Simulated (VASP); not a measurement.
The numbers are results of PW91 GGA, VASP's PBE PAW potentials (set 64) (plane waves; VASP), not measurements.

VASP input:

File KPOINTS:
```
Automatic mesh
0
Gamma
  10 10 10
```

**INCAR**
```
# general
SYSTEM=Ca
PREC  =Accurate
ENCUT =520
LREAL =.FALSE.
LASPH =.TRUE.

# electronic loop
EDIFF =1E-6
NELM  =100
ALGO  =Normal

# smearing
ISMEAR=1
SIGMA =0.1

# functional
GGA   =91

# ions
IBRION=2
NSW   =60
ISIF  =3
EDIFFG=-0.01

# output
LWAVE =.FALSE.
LCHARG=.FALSE.
```

**POSCAR**
```
Ca
1
   -0.0000000000     2.7570423464     2.7570423464
    2.7570423464     0.0000000000     2.7570423464
    2.7570423464     2.7570423464    -0.0000000000
Ca
1
Direct
  0.0000000000   0.0000000000   0.0000000000
```

POTCAR, in this order: Ca_sv (PBE.64 set). Program: vasp_std.

**Question.** What will the output report for the number of irreducible k-points (NKPTS), largest plane-wave count, number of space-group operations, FFT grid (NGX, NGY, NGZ)?

**Answer.** 
number of irreducible k-points (NKPTS): 47
largest plane-wave count: 1158
number of space-group operations: 48
FFT grid (NGX, NGY, NGZ): 30 × 30 × 30

The compound is Ca in the fcc structure. It was relaxed first. The start is the result of an earlier pass.
